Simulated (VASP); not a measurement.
Ge2Sb2Te5 under changes of volume

One of the cells (32.546 Å³/atom); the others are scaled copies at fixed shape and fractional positions:

```
Te Sb Ge
1.0
     6.88443   -3.08631    0.00000
     6.88443    3.08631    0.00000
    -6.87622    0.00000    6.89296
Te Sb Ge
5 2 2
Direct
  0.59470 0.59470 0.38643
  0.79529 0.79529 0.19611
  0.00832 0.00832 0.00643
  0.20652 0.20652 0.80980
  0.39996 0.39996 0.59712
  0.90171 0.90171 0.58787
  0.11187 0.11187 0.41735
  0.28429 0.28429 0.18783
  0.49734 0.49734 0.01104
```

The cell comes from a database or a generator and needn't be the stable form of this composition.

- Program: VASP 6.6.1
- Functional: PBEsol
- Potentials or basis: VASP PAW PBE potentials, release 64 (Te, Sb, Ge_d)
- Cutoff: 520 eV
- k mesh: 5 × 5 × 4
- Occupations: fermi-dirac, width 0.05 eV
- Spin: no spin polarisation

```csv
volume (Å³/atom),energy over the lowest point (meV/atom),pressure (GPa),gap on the mesh (eV),largest force (eV/Å)
29.994,0.00,0.5,0.20,0.311
30.632,0.05,-0.6,0.22,0.199
31.270,4.21,-1.5,0.23,0.164
32.546,?,?,?,?
33.184,37.17,-3.9,0.28,0.288
33.823,53.79,-4.5,0.30,0.343
```

What does the run at 32.546 Å³/atom give?

Energy over the lowest point 23.15 meV/atom; pressure -3.2 GPa; gap on the mesh 0.27 eV; largest force 0.250 eV/Å.

Worked out: A Birch-Murnaghan fit of order 3 (a polynomial in V^(-2/3)) to the other rows has its minimum at 30.30 Å³/atom with B0 = V·E''(V) = 52 GPa and B' = 4.6 at fixed shape and positions, which overstates the stiffness. It gives 23.16 meV/atom at 32.546 Å³/atom, against the run's 23.15, and -dE/dV = -3.2 GPa, against -3.2. A straight line through the other rows of the gap, of slope 0.814 eV per unit of ln V, gives 0.27 eV, against the run's 0.27.

Energies are extrapolated to zero smearing.

Caveats: the PAW data sets were made with another functional, which shifts forces and pressure a little; spin-orbit coupling is left out, which moves the levels of the heavy elements; an odd mesh through Γ misses points on the zone boundary, where band edges often lie.
